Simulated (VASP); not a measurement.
Given:

```yaml
crystal:
  lattice:
    - [3.43328, 0.00000, 0.00000]
    - [0.00000, 3.43328, 0.00000]
    - [0.00000, 0.00000, 3.43328]
  atoms:
    - { symbol: Al, position: [0.00000, 0.00000, 0.00000] }
    - { symbol: Ni, position: [0.00000, 0.50000, 0.50000], spin: 0.2 }
    - { symbol: Ni, position: [0.50000, 0.00000, 0.50000], spin: 0.2 }
    - { symbol: Ni, position: [0.50000, 0.50000, 0.00000], spin: 0.2 }
```

Method: LDA (Ceperley-Alder, Perdew-Zunger), VASP's LDA PAW potentials (set 64) (plane waves; VASP). Settings: 500 eV cut-off, 9×9×9 Γ-centred mesh, first-order Methfessel-Paxton smearing of 0.10 eV, potentials Al Ni.

**Question.** Estimate the cell moment, energy per atom (σ→0), pressure, band gap (on the k-mesh) with the smallest direct gap where there is one.

**Answer.** 
The band gap (on the k-mesh) is none (metal, semimetal or under 0.01 eV) and the cell moment comes out as 0.04 μB. The energy per atom (σ→0) is -6444 meV/atom and the pressure is 10.23 GPa.

The compound is Ni3Al in the L1_2 structure. It was relaxed first under an external pressure of 10 GPa.
